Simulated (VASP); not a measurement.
# GeHBrCl₂: harmonic vibrations of a molecule

GeHBrCl₂, molecule in box, 5 atoms in the cell. PBE, harmonic vibrations; PAW potentials Cl, Ge_d, Br, H (PBE set).

## Input

INCAR.step1:
```
SYSTEM = GeHBrCl2
ALGO = Normal ; EDIFF = 1E-8
EDIFFG = -0.002 ; ENCUT = 350
IBRION = 2 ; ISIF = 2
ISMEAR = 0 ; ISYM = 0
LASPH = .TRUE. ; LCHARG = .FALSE.
LREAL = .FALSE. ; LWAVE = .FALSE.
NELM = 100 ; NSW = 60
POTIM = 0.5 ; PREC = Accurate
SIGMA = 0.01
```

INCAR.step2, as INCAR.step1 but for:
```
- EDIFFG = -0.002
- IBRION = 2
- ISIF = 2
- NSW = 60
- POTIM = 0.5
+ IBRION = 5
+ NFREE = 2
+ NSW = 1
+ POTIM = 0.015
```

KPOINTS:
```
k-points
0
Gamma
  1 1 1
```

POSCAR.step1:
```
GeHBrCl2
1.0
   12.0000000000      0.0000000000      0.0000000000
    0.0000000000     12.0000000000      0.0000000000
    0.0000000000      0.0000000000     13.0000000000
Cl Ge Br H
2 1 1 1
Direct
    0.4020708300      0.5093291700      0.6398807700
    0.6045541700      0.3772875000      0.4964884600
    0.5066041700      0.5246208300      0.5083423100
    0.3976125000      0.5397291700      0.3653500000
    0.5821208300      0.6262125000      0.5195038500
```

Commands (each step's output is kept before the next begins):
```
cat potpaw_PBE.64/Cl/POTCAR potpaw_PBE.64/Ge_d/POTCAR potpaw_PBE.64/Br/POTCAR potpaw_PBE.64/H/POTCAR > POTCAR
cp INCAR.step1 INCAR
cp POSCAR.step1 POSCAR
mpirun -np 4 vasp_gam > vasp.out
cp CONTCAR POSCAR
cp INCAR.step2 INCAR
mpirun -np 4 vasp_gam > vasp.out
```

## Result

- Vibrations (cm⁻¹; a negative value is imaginary): 2107, 667, 660, 412, 397, 293, 157, 124, 109
- Zero-point energy (eV): 0.305
- Translations and rotations, which should read zero (cm⁻¹): -8, -6, -4, 1, 3, 6
- Vibrational entropy at 298 K (meV/K): 0.562
- Displaced cells: 30
- Ionic steps, all stages: 49
- Electronic steps, all stages: 928

VASP 6.6.1 took 1630 s on 4 cores (AMD EPYC 7R13 (Zen 3)), a shared host.
